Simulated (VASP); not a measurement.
```
InAs
1.0
    0.00000     2.99331     2.99331
    2.99331     0.00000     2.99331
    2.99331     2.99331     0.00000
In As
1 1
Direct
  0.00000   0.00000   0.00000
  0.25000   0.25000   0.25000
```

Calculation: PBE GGA with D4 dispersion, VASP's PBE PAW potentials (set 64) (plane waves; VASP 6.6.1). Run with 520 eV cut-off, 10×10×10 Γ-centred mesh, first-order Methfessel-Paxton smearing of 0.10 eV, potentials In_d As.

Unless said otherwise, spin-orbit coupling is left out, though it shifts the bands of the heavy elements here.

Problem. Predict the energy per atom (σ→0), pressure, band gap (on the k-mesh) with the smallest direct gap where there is one.

Solution. 
```json
{
 "band gap (on the k-mesh)": "none (metal, semimetal or under 0.01 eV)",
 "energy per atom (σ→0)": "-4.168 eV/atom",
 "pressure": "3.86 GPa"
}
```

The absolute energy has meaning only against runs of the same code, potentials and settings.

The compound is InAs in the zinc blende structure. This cell is one point of a volume scan, at 0.94 of the reference volume.
